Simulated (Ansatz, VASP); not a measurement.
# Cross-check of TiAl (TiAl in the B2 ordering) between VASP and Ansatz

Wanted: the spread between two codes on one cell, functional and k mesh. The cell is generated by rule, not measured, and may not be a known phase. The structure shown is the end of the Ansatz relaxation below.

Main program and level: Ansatz 0.2.0; plane waves, with VASP 6.6.1 beside it; single point at PBEsol.

The structure was built from a prototype and need not be the compound's stable phase.

**1. Starting point**

Symmetry: Pm-3m, No. 221, cubic system. The conventional cell has a = 3.155 Å, b = 3.155 Å, c = 3.155 Å, α = 90.00°, β = 90.00°, γ = 90.00°. Nearest to Al lie 8 Ti at 2.73 Å. Nearest to Ti lie 8 Al at 2.73 Å. Farther neighbours are not listed.

**2. Ansatz: relaxation, PBEsol**

Ansatz runs on its default PAW (the set named soft_2) files.

This run makes the geometry at which the two programs are then compared.

Contents of input.yaml:

```yaml
crystal:
  lattice:
    - [3.24786, 0.0, 0.0]
    - [0.0, 3.24786, 0.0]
    - [0.0, 0.0, 3.24786]
  atoms:
    - { symbol: Al, position: [0.0, 0.0, 0.0] }
    - { symbol: Ti, position: [0.5, 0.5, 0.5] }
kpoints:
  mp_grid: { grid: [6, 6, 6] }
hamiltonian:
  xc: pbesol
scf:
  occupations: { method: gaussian, width: 0.1 }
output:
  forces: true
  stress: true
  eigenvalues: true
relax:
  adjacent_minimum: "off"
  f_tol: 0.05
  max_steps: 80
  cell: { stress_tol: 0.5 }
```

Run with:

```console
$ ansatz run input.yaml --threads 8 --pin off --max-ram 20480MiB --backend cpu --events-out ev --progress --plain --runs-dir out
```

Numbers of over 12 decimals in the logs are rounded to 6 here.

What it wrote:

```text
The last accepted step is kept in <dir> (removed where the run ends without a failure and the disk answers)
Engine: ansatz 0.2.0, aarch64-unknown-linux-gnu
Pseudopotentials: kind: paw
Pseudopotential: Al, paw, valence charge 3, recommended cutoff 420 eV (normal), Al.paw.azcp
Pseudopotential: Ti, paw, valence charge 12, recommended cutoff 420 eV (normal), Ti.paw.azcp
Functional definition: PBEsol
  exchange = pbesol_x
  correlation = pbesol_c
Crystal: 2 atoms, lattice volume = 34.260 Å³
Basis set: ecut = 420 eV, 691 PW (Γ), exchange–correlation on 48×48×48 points (8 copies of the dense FFT grid, shifted against one another)
Bands: 12, of which v1, the nominal top of the filled ones, is band 8 counted from 1 (7 counted from 0)
Symmetry: 48 space group operations
Space group: Pm-3m (ITA 221), of the structure as read, at distance tolerance 3.2e-5 Å
k-points: 20 of 216
Non-local potential: Al, projectors of the file, l = 0: 2, l = 1: 2, l = 2: 1
Non-local potential: Ti, projectors of the file, l = 0: 3, l = 1: 2, l = 2: 3, l = 3: 1
PAW form: soft (Blöchl's): semilocal exchange-correlation on the pseudo side does not see the compensation charge
PAW frozen core: Al, regenerated for the run's functional, and the local potential with it (the file was generated under x = pbe(κ = 0.804, μ = 0.219515), c = pbe(β = 0.066725))
PAW frozen core: Ti, regenerated for the run's functional, and the local potential with it (the file was generated under x = pbe(κ = 0.804, μ = 0.219515), c = pbe(β = 0.066725))
PAW one-centre angular grid: Al, 110 points (default); XC on 64 Gauss nodes
PAW one-centre angular grid: Ti, 590 points (default); XC on 64 Gauss nodes
Initial density: superposition of atomic densities (neutral atoms: chi_scale 0, normalization atom), corrected by the library's trained network
Initial wavefunctions: pseudopotential atomic-orbital guess
Functional: x = pbesol(κ = 0.804, μ = 0.123457), c = pbesol(β = 0.046)
SCF iter   1: F=—  HF=-2998.910466 eV  |F-HF|=—  |Δ(HF+E_count)|=         —  Δρ=5.17e-3  dr2=1.28e-2  ethr=1.77e-3  ⟨swp⟩=5.0  Hψ=1221  notcnv=0
preconditioner: auto → none  [insulator: Δε(μ)=0.112 eV  Ē_g=5.034 eV  σ=0.100 eV  W_gap=0.57  n_scr=6 (ndim 8)  ℏωp=16.8 eV  f_vac=0.000  D(μ)=2.70/eV (n_scr^D=26)  ε∞_Penn≈12.1]
SCF iter   2: F=—  HF=-2998.907007 eV  |F-HF|=—  |Δ(HF+E_count)|=   3.46e-3  Δρ=2.00e-3  dr2=1.53e-3  ethr=8.55e-5  ⟨swp⟩=1.0  Hψ=400  notcnv=0
SCF iter   3: F=—  HF=-2998.906612 eV  |F-HF|=—  |Δ(HF+E_count)|=   3.96e-4  Δρ=1.90e-4  dr2=3.01e-6  ethr=1.02e-5  ⟨swp⟩=2.0  Hψ=291  notcnv=0
SCF iter   4: F=—  HF=-2998.906624 eV  |F-HF|=—  |Δ(HF+E_count)|=   1.21e-5  Δρ=3.06e-5  dr2=2.05e-7  ethr=2.01e-8  ⟨swp⟩=2.5  Hψ=370  notcnv=0
iter 5 did not close the SCF: its close was put off for the readings that it lacked (scf_convergence_deferred on its scf_iter line)
SCF iter   5: F=-2998.906624 eV  HF=-2998.906624 eV  |F-HF|=1.74e-9  |Δ(HF+E_count)|=   5.85e-8  Δρ=1.91e-6  dr2=1.99e-9  ethr=1.37e-9  ⟨swp⟩=2.6  Hψ=393  notcnv=0
SCF iter   6: F=-2998.906624 eV  HF=-2998.906624 eV  |F-HF|=3.18e-12  |Δ(HF+E_count)|=  7.28e-10  Δρ=2.76e-7  dr2=9.84e-12  ethr=1.33e-11  ⟨swp⟩=2.3  Hψ=722  notcnv=0
SCF 1 converged in 6 iterations: F = -2998.906624 eV  dr2 = 9.84e-12
  greatest PAW one-centre occupation: 0.999 electrons in one spin orbital (limit 2), on the Ti atom at site 1 (counted from 0), in its partial waves of l = 0
relax step   1: F+E_penalty+E_count = -2998.90662394 eV  Δ(F+E_penalty+E_count) = +0.000e0 eV  max|allowed force component| = 2.325e-29 eV/Å  Δτ_max = 0.0000 Å  P = -8.779 GPa  Ω = 34.260 Å³  (6 SCF iters, dr2 threshold 1.00e-7 eV, accepted)
[...]
relax step   2: F+E_penalty+E_count = -2998.94448909 eV  Δ(F+E_penalty+E_count) = -3.787e-2 eV  max|allowed force component| = 1.060e-29 eV/Å  Δτ_max = 0.0000 Å  P = +8.459 GPa  Ω = 29.490 Å³  energy of the carried Pulay correction = +9.490e-4 eV  (6 SCF iters, dr2 threshold 2.00e-7 eV, accepted)
[...]
relax step   3: F+E_penalty+E_count = -2998.99091946 eV  Δ(F+E_penalty+E_count) = -4.643e-2 eV  max|allowed force component| = 3.681e-30 eV/Å  Δτ_max = 0.0000 Å  P = -0.976 GPa  Ω = 31.653 Å³  energy of the carried Pulay correction = +5.017e-4 eV  (6 SCF iters, dr2 threshold 2.00e-7 eV, accepted)
[...]
relax step   4: F+E_penalty+E_count = -2998.99176311 eV  Δ(F+E_penalty+E_count) = -8.436e-4 eV  max|allowed force component| = 3.180e-30 eV/Å  Δτ_max = 0.0000 Å  P = -0.088 GPa  Ω = 31.414 Å³  energy of the carried Pulay correction = +5.495e-4 eV  (6 SCF iters, dr2 threshold 2.00e-7 eV, accepted)
[...]
relax step   5: F+E_penalty+E_count = -2998.99140191 eV  Δ(F+E_penalty+E_count) = +3.612e-4 eV  max|allowed force component| = 5.670e-31 eV/Å  Δτ_max = 0.0000 Å  P = -0.106 GPa  Ω = 31.414 Å³  stress off target by 1.06e-1 GPa  SCF on the basis re-selected at this cell (its energy is not comparable with the rows above)  (6 SCF iters)
basis re-selected at this cell: Δ(F+E_penalty+E_count) = +3.612e-4 eV, ΔP = -0.018 GPa vs the last step (what re-selecting the basis moved, of the pressure what is left beyond the Pulay correction that the steps carried, after the strain that the cell walked since its last selection, with what the two solves' SCF thresholds leave and, on support functions, any second-order correction that the steps lacked; it is no m [...]
SCF converged after 6 iterations
Free energy (F): -2998.991402 eV
Harris-Foulkes:  -2998.991402 eV  (|F-HF|=4.55e-13)
Internal energy: -2998.979561 eV  (E = F + TS)
E sigma→0 (E₀):  -2998.985481 eV
Entropy (-TS):   -0.011841 eV (-5.921 meV/atom)
Fermi energy:    11.668664 eV
--- Per-component energies (eV) ---
  E_band       = -157.947384
  E_kinetic    = 297.312405
  E_local      = -1010.745773  (includes V_loc(G=0)·N_el)
  E_nonlocal   = 20.714550
  E_hartree    = 430.786574
  E_xc         = -136.952169
  E_vxc        = -151.761585  (∫ρ·V_xc dr)
  E_paw        = -1477.957123  (= ΣΔE_a)
  E_vpaw       = -175.040238  (= ΣTr[D̂ρ^β])
  E_aug_tail   = 0.000109  (compensation charges beyond the density's cutoff)
  E_ewald      = -1122.296656
  E_core_change = 0.158523  (= ΣΔE_core)
  E_smearing   = -0.011841  (= −TS)
  E_closure    = -0.000000  (closes the sum)
  Σ components = -2998.991402   (vs F -2998.991402, Δ=0.00e0)
--- Forces (eV/Å), atoms counted from 1 ---
  atom   1  Al     0.00000000     0.00000000     0.00000000
  atom   2  Ti     0.00000000     0.00000000    -0.00000000
  max |Σ_I F_I| component: 9.70e-31 eV/Å
--- Stress (GPa, compression-positive) ---
       -0.105990       0.000000       0.000000
        0.000000      -0.105990       0.000000
        0.000000       0.000000      -0.105990
  P = ⅓ Tr σ = -0.1060 GPa (-1.060 kbar)
--- Band table (eV; the first three rows and the last of 20) ---
  k-point 0: bands = [... 4 lower, 2.2929, 10.1674, 10.1674, 13.5073, 13.5073, 13.5073, 16.1673, 16.1673]
  k-point 1: bands = [... 4 lower, 2.7410, 9.8576, 10.3651, 12.8907, 12.8907, 13.5596, 14.9475, 17.1127]
  k-point 2: bands = [... 4 lower, 4.0142, 8.2945, 10.8201, 12.1021, 12.1021, 13.6670, 14.5027, 18.8125]
  k-point 19: bands = [... 4 lower, 8.4881, 8.4881, 8.4881, 12.4225, 14.5771, 14.5771, 14.6178, 14.6178]
--- Relaxed structure (4 steps of the walk, 4 accepted, 1 SCFs on fresh bases) ---
  F+E_penalty+E_count = -2998.99140191 eV   max|allowed force component| = 5.670e-31 eV/Å   (the final SCF, on the basis selected at the relaxed cell)
  cell:  # Å, volume = 31.4145 Å³
    - [3.155318, 0, 0]
    - [0, 3.155318, 0]
    - [0, 0, 3.155318]
  atoms:
    - { symbol: Al, position: [0, 0, 0] }
    - { symbol: Ti, position: [0.5, 0.5, 0.5] }
```

**3. VASP: single point, PBEsol**

The same cell, functional, mesh and smearing now go to VASP, with its own data sets and cutoff.

Lines of VASP's logs that name or quote its potential files are left out, and so is its time.

Contents of INCAR:

```
SYSTEM = TiAl
PREC = Accurate
ENCUT = 400
EDIFF = 1E-06
NELM = 100
ISMEAR = 0
SIGMA = 0.1
LREAL = .FALSE.
ALGO = Normal
GGA = PS
NBANDS = 13
LASPH = .TRUE.
LORBIT = 11
LWAVE = .FALSE.
LCHARG = .FALSE.
KPAR = 2
ISIF = 2
```

Contents of POSCAR:

```
TiAl
1.0
    3.1553184334      0.0000000000      0.0000000000
    0.0000000000      3.1553184334      0.0000000000
    0.0000000000      0.0000000000      3.1553184334
Al Ti
1 1
Direct
    0.0000000000      0.0000000000      0.0000000000
    0.5000000000      0.5000000000      0.5000000000
```

Contents of KPOINTS:

```
Automatic mesh
0
Gamma
6 6 6
0 0 0
```

The projector-augmented-wave data sets are Al and Ti_sv (PBE family, release 64).

Run with:

```console
$ mpirun -np 2 vasp_std
```

What it wrote:

```text
[banner, memory and clock lines left out]
running    2 mpi-ranks, on    1 nodes
 distrk:  each k-point on    1 cores,    2 groups
 distr:  one band on    1 cores,    1 groups

 POSCAR found type information on POSCAR AlTi
 POSCAR found :  2 types and       2 ions
|                                                                             |
|               ----> ADVICE to this user running VASP <----                  |
|                                                                             |
|     You enforced a specific xc type in the INCAR file but a different       |
|     [... a line on the potential file left out ...]
|     I HOPE YOU KNOW WHAT YOU ARE DOING!                                     |
|                                                                             |

 LDA part: xc-table for (Slater+PW92), standard interpolation
 POSCAR, INCAR and KPOINTS ok, starting setup
 FFT: planning ... GRIDC
 FFT: planning ... GRID_SOFT
 FFT: planning ... GRID
 WAVECAR not read
 entering main loop
       N       E                     dE             d eps       ncg     rms          rms(c)
DAV:   1     0.927759411194E+02    0.92776E+02   -0.64209E+03   533   0.983E+02
DAV:   2    -0.556448261410E+01   -0.98340E+02   -0.95105E+02   540   0.283E+02
DAV:   3    -0.142575825143E+02   -0.86931E+01   -0.85147E+01   916   0.750E+01
DAV:   4    -0.146884190582E+02   -0.43084E+00   -0.42880E+00   648   0.135E+01
DAV:   5    -0.146982789692E+02   -0.98599E-02   -0.98559E-02   735   0.213E+00    0.104E+01
DAV:   6    -0.130368986914E+02    0.16614E+01   -0.69299E+00   575   0.333E+01    0.284E+00
DAV:   7    -0.129829943392E+02    0.53904E-01   -0.47780E-01   573   0.859E+00    0.178E+00
DAV:   8    -0.129706897784E+02    0.12305E-01   -0.50119E-02   669   0.221E+00    0.459E-01
DAV:   9    -0.129690807963E+02    0.16090E-02   -0.96308E-03   601   0.130E+00    0.173E-01
DAV:  10    -0.129691583894E+02   -0.77593E-04   -0.29490E-04   606   0.187E-01    0.690E-02
DAV:  11    -0.129691464577E+02    0.11932E-04   -0.14680E-04   692   0.132E-01    0.792E-03
DAV:  12    -0.129691464647E+02   -0.70067E-08   -0.46453E-06   588   0.198E-02
   1 F= -.12969146E+02 E0= -.12963167E+02  d E =-.119587E-01
```

From OUTCAR (step 3):

```text
ion  position               nearest neighbor table
   1  0.000  0.000  0.000-   2 2.73   2 2.73   2 2.73   2 2.73   2 2.73   2 2.73   2 2.73   2 2.73

  LATTYP: Found a simple cubic cell.
 ALAT       =     3.1553184334

 Subroutine GETGRP returns: Found 48 space group operations
 (whereof 48 operations were pure point group operations)

The static configuration has the point symmetry O_h .

 Found     20 irreducible k-points:

   k-points           NKPTS =     20   k-points in BZ     NKDIM =     20   number of bands    NBANDS=     13

   dimension x,y,z NGX =    24 NGY =   24 NGZ =   24
   dimension x,y,z NGXF=    48 NGYF=   48 NGZF=   48

   ENCUT  =  400.0 eV  29.40 Ry    5.42 a.u.   5.15  5.15  5.15*2*pi/ulx,y,z

   NELECT =      15.0000    total number of electrons

 k-points in reciprocal lattice and weights: Automatic mesh
   0.00000000  0.00000000  0.00000000       0.005
   0.16666667  0.00000000  0.00000000       0.028
   0.33333333  0.00000000  0.00000000       0.028
   0.50000000  0.00000000  0.00000000       0.014
   0.16666667  0.16666667  0.00000000       0.056
   0.33333333  0.16666667  0.00000000       0.111
   0.50000000  0.16666667  0.00000000       0.056
   0.33333333  0.33333333  0.00000000       0.056
   0.50000000  0.33333333  0.00000000       0.056
[...]
0.50000000  0.50000000  0.33333333       0.028
   0.50000000  0.50000000  0.50000000       0.005

 average (electrostatic) potential at core
       1 -70.8317       2 -71.6546

 E-fermi :   8.9339

 k-point     1 :       0.0000    0.0000    0.0000
  band No.  band energies     occupation
    ...
      3     -23.9903      2.00000
      4     -23.9903      2.00000
      5      -0.4318      2.00000
      6       7.4342      2.00000
      7       7.4342      2.00000
      8      10.7667      0.00000
      9      10.7667      0.00000
     10      10.7667      0.00000
     11      13.4417      0.00000
     12      13.4417      0.00000
    ...

 k-point     2 :       0.1667    0.0000    0.0000
  band No.  band energies     occupation
    ...
      3     -23.9861      2.00000
      4     -23.9861      2.00000
      5       0.0157      2.00000
      6       7.1252      2.00000
      7       7.6318      2.00000
      8      10.1529      0.00000
      9      10.1529      0.00000
     10      10.8185      0.00000
     11      12.2170      0.00000
     12      14.3861      0.00000
    ...

 k-point     3 :       0.3333    0.0000    0.0000
  band No.  band energies     occupation
    ...
      3     -23.9777      2.00000
      4     -23.9777      2.00000
      5       1.2864      2.00000
      6       5.5642      2.00000
      7       8.0863      2.00000
      8       9.3662      0.00000
      9       9.3662      0.00000
     10      10.9251      0.00000
     11      11.7649      0.00000
     12      16.0978      0.00000
    ...

  Total       -0.0792509     -0.0792509     -0.0792509      0.0000000     -0.0000000      0.0000000
  in kB       -4.0418990     -4.0418990     -4.0418990      0.0000000     -0.0000000      0.0000000
  external PRESSURE =      -4.0418990 kB  Pullay stress =       0.0000000 kB

  energy-cutoff  :      400.00
  volume of cell :       31.41
      direct lattice vectors                 reciprocal lattice vectors
     3.155318433  0.000000000  0.000000000     0.316925224  0.000000000  0.000000000
     0.000000000  3.155318433  0.000000000     0.000000000  0.316925224  0.000000000
     0.000000000  0.000000000  3.155318433     0.000000000  0.000000000  0.316925224

 POSITION                                       TOTAL-FORCE (eV/Angst)
 -----------------------------------------------------------------------------------
      0.00000      0.00000      0.00000         0.000000      0.000000      0.000000
      1.57766      1.57766      1.57766         0.000000      0.000000      0.000000
 -----------------------------------------------------------------------------------
    total drift:                                0.000000     -0.000000     -0.000000

  FREE ENERGIE OF THE ION-ELECTRON SYSTEM (eV)
  ---------------------------------------------------
  free  energy   TOTEN  =       -12.9691464647 eV

  energy  without entropy=      -12.9571877764  energy(sigma->0) =      -12.96316712

 total charge
# of ion       s       p       d       tot
------------------------------------------
    1        0.422   0.408   0.000   0.830
    2        2.194   6.128   1.990  10.311
--------------------------------------------------
tot          2.615   6.536   1.990  11.141

[... 3 further parts left out ...]
```

The run ends at a pressure of -0.40 GPa.

**4. Comparison**

Known differences besides the potentials themselves: the cutoff is 420 eV in Ansatz and 400 eV in VASP; Ansatz makes its cores anew for this functional, VASP keeps those of its PBE data sets; Ansatz's pressure holds a Pulay correction, VASP's none. Total energies have different zeros and are not compared.

The two programs side by side:

```tsv
quantity	Ansatz	VASP	difference
pressure (GPa)	-0.11	-0.40	+0.30
```

**5. Results**

```yaml
difference_in_pressure_single_point_pbesol: 0.30 GPa
```

In words: The difference in pressure is 0.30 GPa (single point, PBEsol), within the 1 GPa picked in this series as the mark of a large difference. Such differences can come from data sets, numerical settings and the points named under the comparisons, not from the functional's error against experiment.

[Lines on the potential files, build, host, timing and source positions are cut from VASP's logs without a mark.]

[Logs are printed without paths, hosts, clocks, repeated set-up lines and the standing remarks that a program may print on its own settings, such as how far it seeks lower states.]

[Hosts, paths, dates, database ids (printed as entryN), source tags and the programs' standing remarks are cut or masked in the printed files.]
